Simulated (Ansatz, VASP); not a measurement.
One calculation of Rb2Al4Au, two programs

```xyz
7
Lattice="-3.6383 3.6383 2.9726 3.6383 -3.6383 2.9726 3.6383 3.6383 -2.9726" Properties=species:S:1:pos:R:3 pbc="T T T"
Rb    0.0000    3.6383    1.4863
Rb    3.6383    0.0000    1.4863
Al    2.2048    2.2048    0.0000
Al    1.4335   -1.4335    2.9726
Al    1.4335    1.4335    2.9726
Al   -1.4335    1.4335    2.9726
Au    0.0000    0.0000    0.0000
```

Alike in both runs: task single point; functional PBE; k mesh 4 × 4 × 4; occupations gaussian, width 0.1 eV; no spin polarisation.

|  | VASP | Ansatz |
| --- | --- | --- |
| version | VASP 6.6.1 | Ansatz 0.2.0 |
| potentials or method | VASP PAW PBE potentials, release 64 (Rb_sv, Al, Au) | scalar-relativistic, plane waves, PAW |
| plane-wave cutoff (eV) | 520 | 420 |
| valence electrons in the cell | 41 | 49 |

|  | VASP | Ansatz | Ansatz less VASP |
| --- | --- | --- | --- |
| gap on the k mesh at the Fermi level (eV) | none | none | - |
| pressure (GPa) | 7.3 | 7.2 | -0.12 |
| largest component of the traceless stress (GPa) | 0.08 | 0.04 | -0.037 |
| rms of the force components (eV/Å) | 0.314 | 0.314 | +0.0001 |

Atom by atom the forces differ by 0.000 eV/Å (rms over components). A gap of «none» marks a metal or a gap that the smearing closes. The two sets of potentials don't hold the same shells in valence.

The runs have no spin-orbit coupling, so splittings on Au are missing.
